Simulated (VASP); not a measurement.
Given:

```xyz
2
Lattice="0.0000 1.8075 1.8075 1.8075 0.0000 1.8075 1.8075 1.8075 0.0000" Properties=species:S:1:pos:R:3 pbc="T T T"
B      0.0000     0.0000     0.0000
N      0.9038     0.9038     0.9038
```

Level of theory: G0W0 on PBE orbitals, VASP's PBE PAW potentials (set 64) (plane waves; VASP). Settings: PREC = Normal, 500 eV cut-off, 4×4×4 Γ-centred mesh, Gaussian smearing of 0.010 eV, potentials B_GW N_GW_new.

The mesh is coarse and the basis finite, so the quasiparticle values are not converged.

NBANDS = 160, ENCUTGW = 200 eV, NOMEGA = 64. The PBE levels (eV) that the step starts from are:

| state | KS energy | filling |
|---|---|---|
| k1 (0.00, 0.00, 0.00), band 1 | -11.51 | 2 |
| k1 (0.00, 0.00, 0.00), band 2 | 8.74 | 2 |
| k1 (0.00, 0.00, 0.00), band 3 | 8.74 | 2 |
| k1 (0.00, 0.00, 0.00), band 4 | 8.74 | 2 |
| k1 (0.00, 0.00, 0.00), band 5 | 17.53 | 0 |
| k1 (0.00, 0.00, 0.00), band 6 | 17.53 | 0 |
| k1 (0.00, 0.00, 0.00), band 7 | 17.53 | 0 |
| k1 (0.00, 0.00, 0.00), band 8 | 19.08 | 0 |
| k2 (0.25, 0.00, 0.00), band 1 | -10.03 | 2 |
| k2 (0.25, 0.00, 0.00), band 2 | 3.25 | 2 |
| k2 (0.25, 0.00, 0.00), band 3 | 7.60 | 2 |
| k2 (0.25, 0.00, 0.00), band 4 | 7.60 | 2 |
| k2 (0.25, 0.00, 0.00), band 5 | 18.36 | 0 |
| k2 (0.25, 0.00, 0.00), band 6 | 19.05 | 0 |
| k2 (0.25, 0.00, 0.00), band 7 | 19.05 | 0 |
| k2 (0.25, 0.00, 0.00), band 8 | 22.31 | 0 |
| k6 (-0.25, 0.25, 0.00), band 1 | -7.85 | 2 |
| k6 (-0.25, 0.25, 0.00), band 2 | 1.15 | 2 |
| k6 (-0.25, 0.25, 0.00), band 3 | 3.13 | 2 |
| k6 (-0.25, 0.25, 0.00), band 4 | 6.64 | 2 |
| k6 (-0.25, 0.25, 0.00), band 5 | 18.44 | 0 |
| k6 (-0.25, 0.25, 0.00), band 6 | 20.89 | 0 |
| k6 (-0.25, 0.25, 0.00), band 7 | 21.60 | 0 |
| k6 (-0.25, 0.25, 0.00), band 8 | 23.25 | 0 |

**Question.** Give the quasiparticle energies and renormalisation factors Z.

**Answer.** 
| state | QP energy (eV) | Z |
|---|---|---|
| k1 (0.00, 0.00, 0.00), band 1 | -13.57 | 0.78 |
| k1 (0.00, 0.00, 0.00), band 2 | 7.63 | 0.82 |
| k1 (0.00, 0.00, 0.00), band 3 | 7.63 | 0.82 |
| k1 (0.00, 0.00, 0.00), band 4 | 7.63 | 0.82 |
| k1 (0.00, 0.00, 0.00), band 5 | 18.66 | 0.83 |
| k1 (0.00, 0.00, 0.00), band 6 | 18.66 | 0.83 |
| k1 (0.00, 0.00, 0.00), band 7 | 18.66 | 0.83 |
| k1 (0.00, 0.00, 0.00), band 8 | 19.99 | 0.81 |
| k2 (0.25, 0.00, 0.00), band 1 | -11.95 | 0.76 |
| k2 (0.25, 0.00, 0.00), band 2 | 1.72 | 0.80 |
| k2 (0.25, 0.00, 0.00), band 3 | 6.42 | 0.82 |
| k2 (0.25, 0.00, 0.00), band 4 | 6.42 | 0.82 |
| k2 (0.25, 0.00, 0.00), band 5 | 19.29 | 0.82 |
| k2 (0.25, 0.00, 0.00), band 6 | 20.25 | 0.82 |
| k2 (0.25, 0.00, 0.00), band 7 | 20.25 | 0.82 |
| k2 (0.25, 0.00, 0.00), band 8 | 23.51 | 0.80 |
| k6 (-0.25, 0.25, 0.00), band 1 | -9.64 | 0.75 |
| k6 (-0.25, 0.25, 0.00), band 2 | -0.48 | 0.79 |
| k6 (-0.25, 0.25, 0.00), band 3 | 1.58 | 0.80 |
| k6 (-0.25, 0.25, 0.00), band 4 | 5.38 | 0.81 |
| k6 (-0.25, 0.25, 0.00), band 5 | 19.34 | 0.83 |
| k6 (-0.25, 0.25, 0.00), band 6 | 22.18 | 0.81 |
| k6 (-0.25, 0.25, 0.00), band 7 | 22.67 | 0.81 |
| k6 (-0.25, 0.25, 0.00), band 8 | 24.52 | 0.79 |
On the mesh the gap opens from 4.43 to 6.08 eV.

The compound is BN in the zinc blende structure. The cell was not relaxed at this level. The k-mesh is coarse (spacing up to 0.75 per Å, 2π included), so the numbers may not be converged in it.
